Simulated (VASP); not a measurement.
An input for Quantum ESPRESSO's pw.x (written as the equivalent of a VASP run, and not itself run):

```
&CONTROL
  calculation = 'scf'
  pseudo_dir = './pseudo'
  outdir = './out'
  tprnfor = .true.
  tstress = .true.
/
&SYSTEM
  ibrav = 0
  nat = 4
  ntyp = 2
  ecutwfc = 102
  occupations = 'smearing'
  smearing = 'fermi-dirac'
  degauss = 0.00735
  input_dft = 'pbe'
/
&ELECTRONS
  conv_thr = 7.3e-08
  electron_maxstep = 100
/
ATOMIC_SPECIES
  Cd 112.414 Cd.upf
  Se 78.971 Se.upf
CELL_PARAMETERS angstrom
     4.0149250    0.0000000    0.0000000
     0.0000000    4.0149250    0.0000000
     0.0000000    0.0000000    7.0695070
ATOMIC_POSITIONS crystal
  Cd  -0.0098570  0.5007060 -0.0019590
  Cd   0.4992090 -0.0107030  0.5098420
  Se   0.0160150  0.0030560  0.2484320
  Se  -0.0053670  0.0069420  0.7436850
K_POINTS automatic
  5 5 3 0 0 0
```

Task: Write the VASP files for the same calculation (PBE).

Result: Several could match; the one computed here: 
**KPOINTS**
```
Automatic mesh
0
Gamma
5 5 3
0 0 0
```

**INCAR**
```
# general
SYSTEM  = CdSe
PREC    = Accurate
ENCUT   = 300
LREAL   = .FALSE.
LASPH   = .TRUE.

# electronic loop
EDIFF   = 1E-6
NELM    = 100
ALGO    = Normal
LMAXMIX = 4

# smearing
ISMEAR  = -1
SIGMA   = 0.1

# functional
GGA     = PE

# ions
ISIF    = 2

# output
LWAVE   = .FALSE.
LCHARG  = .FALSE.
```

### POSCAR
```
CdSe
1
    4.0149250000     0.0000000000     0.0000000000
    0.0000000000     4.0149250000     0.0000000000
    0.0000000000     0.0000000000     7.0695070000
Cd Se
2 2
Direct
 -0.0098570000   0.5007060000  -0.0019590000
  0.4992090000  -0.0107030000   0.5098420000
  0.0160150000   0.0030560000   0.2484320000
 -0.0053670000   0.0069420000   0.7436850000
```

POTCAR, in this order: Cd Se (PBE.64 set). Program: vasp_std.

The two are equivalent in intent, not identical: the potentials are each code's own (VASP's PAW set, PseudoDojo norm-conserving files in pw.x), so ENCUT and ecutwfc are chosen apart and not converted; conv_thr bounds pw.x's estimated SCF error, while EDIFF bounds the energy change between steps.

The structure was generated: CdSe was put into an ordered model structure, which need not be its known phase. The cell was not relaxed at this level, atoms are displaced from their ideal sites. The k-mesh is coarse (spacing up to 0.31 per Å, 2π included), so the numbers may not be converged in it.
